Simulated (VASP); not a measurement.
Output of a VASP run:

OSZICAR:
```
       N       E                     dE             d eps       ncg     rms          rms(c)
DAV:   1    -0.481926375793E+00   -0.48193E+00   -0.13181E+03  1008   0.467E+02
DAV:   2    -0.343855273663E+01   -0.29566E+01   -0.27999E+01  1386   0.286E+01
DAV:   3    -0.345789591992E+01   -0.19343E-01   -0.18630E-01  1404   0.316E+00
DAV:   4    -0.345794915422E+01   -0.53234E-04   -0.53230E-04  1482   0.138E-01
DAV:   5    -0.345794933017E+01   -0.17595E-06   -0.17573E-06  1398   0.588E-03    0.964E-01
DAV:   6    -0.344737751251E+01    0.10572E-01   -0.57673E-04  1326   0.229E-01    0.613E-01
DAV:   7    -0.343780482682E+01    0.95727E-02   -0.23960E-03  1098   0.414E-01    0.314E-02
DAV:   8    -0.343780945792E+01   -0.46311E-05   -0.14492E-05  1632   0.339E-02    0.629E-03
DAV:   9    -0.343780905765E+01    0.40026E-06   -0.91389E-07  1068   0.605E-03
   1 F= -.34378091E+01 E0= -.34373451E+01  d E =-.343781E+01
       N       E                     dE             d eps       ncg     rms          rms(c)
DAV:   1    -0.343786479948E+01   -0.55342E-04   -0.21819E-04  1404   0.946E-02    0.478E-03
DAV:   2    -0.343786457632E+01    0.22315E-06   -0.79388E-07  1164   0.714E-03
   2 F= -.34378646E+01 E0= -.34374293E+01  d E =-.555187E-04
```

File OUTCAR:
```
------------------------ aborting loop because EDIFF is reached ----------------------------------------
  FORCE on cell =-STRESS in cart. coord.  units (eV):
  Direction    XX          YY          ZZ          XY          YZ          ZX
  --------------------------------------------------------------------------------------
  Total       -0.0144748     -0.0144748      0.0026104      0.0000000      0.0000000      0.0000000
  in kB       -0.5153507     -0.5153509      0.0929395      0.0000000      0.0000000      0.0000000
  external PRESSURE =      -0.3125874 kB  Pullay stress =       0.0000000 kB
  volume of cell :       45.00
      direct lattice vectors                 reciprocal lattice vectors
     1.589661412 -2.753374774  0.000000000     0.314532388 -0.181595330  0.000000000
     1.589661412  2.753374774 -0.000000000     0.314532388  0.181595330 -0.000000000
     0.000000000  0.000000000  5.140664229     0.000000000  0.000000000  0.194527391
 POSITION                                       TOTAL-FORCE (eV/Angst)
 -----------------------------------------------------------------------------------
      1.58966      0.91779      1.28517         0.000000     -0.000000      0.000000
      1.58966     -0.91779      3.85550        -0.000000      0.000000      0.000000
 -----------------------------------------------------------------------------------
    total drift:                               -0.000001     -0.000006      0.000001
  FREE ENERGIE OF THE ION-ELECTRON SYSTEM (eV)
  ---------------------------------------------------
  free  energy   TOTEN  =        -3.4378645763 eV

  energy  without entropy=       -3.4365588051  energy(sigma->0) =       -3.43742932

 reached required accuracy - stopping structural energy minimisation
```
(Selected blocks of OUTCAR.)

**POSCAR**
```
Mg
1
    1.5911995652    -2.7560389342     0.0000000000
    1.5911995652     2.7560389342     0.0000000000
    0.0000000000    -0.0000000000     5.1428837354
Mg
2
Direct
  0.3333330000   0.6666670000   0.2500000000
  0.6666670000   0.3333330000   0.7500000000
```

Q: Reconstruct the remaining input files.

A: One answer among several that fit: the input of the run itself, PBEsol GGA, plane waves, VASP's PBE PAW potentials (set 64).

**KPOINTS**
```
Automatic mesh
0
Gamma
13 13 7
0 0 0
```

**INCAR**
```
! general
SYSTEM=Mg
PREC  =Accurate
ENCUT =500
LREAL =.False.
LASPH =.True.

! electronic loop
EDIFF =1E-6
NELM  =100
ALGO  =Normal

! smearing
ISMEAR=1
SIGMA =0.1

! functional
GGA   =PS

! ions
IBRION=2
NSW   =40
ISIF  =3
EDIFFG=-0.02

! output
LWAVE =.False.
LCHARG=.False.
```

POTCAR, in this order: Mg (PBE.64 set). Program: vasp_std.

The compound is Mg in the hcp structure. This run relaxes it. Symmetry was kept, so distortions that lower it aren't found.
